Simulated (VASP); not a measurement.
Here is the system:

```yaml
crystal:
  lattice:
    - [1.82203, -3.15586, 0.00000]
    - [1.82203, 3.15586, 0.00000]
    - [0.00000, 0.00000, 6.56716]
  atoms:
    - { symbol: Hf, position: [0.00000, 0.00000, 0.00000] }
    - { symbol: S, position: [0.33333, 0.66667, 0.21991] }
    - { symbol: S, position: [0.66667, 0.33333, 0.78009] }
```

All values below come from PBE GGA, VASP's PBE PAW potentials (set 64) (plane waves; VASP). Numerical set-up: 500 eV cut-off, 7×7×4 Γ-centred mesh, Gaussian smearing of 0.050 eV, potentials Hf_pv S.

Without a dispersion term in the relaxation, distances and binding between the weakly bound layers, chains or molecules are unreliable, and so is what depends on them.

Task: What does the run give for the energy per atom (σ→0)?

Result: 
```json
{
 "energy per atom (σ→0)": "-7.642 eV/atom"
}
```

The compound is HfS2 in the 1T layered structure. It was relaxed first, which changed the volume by +13 %.
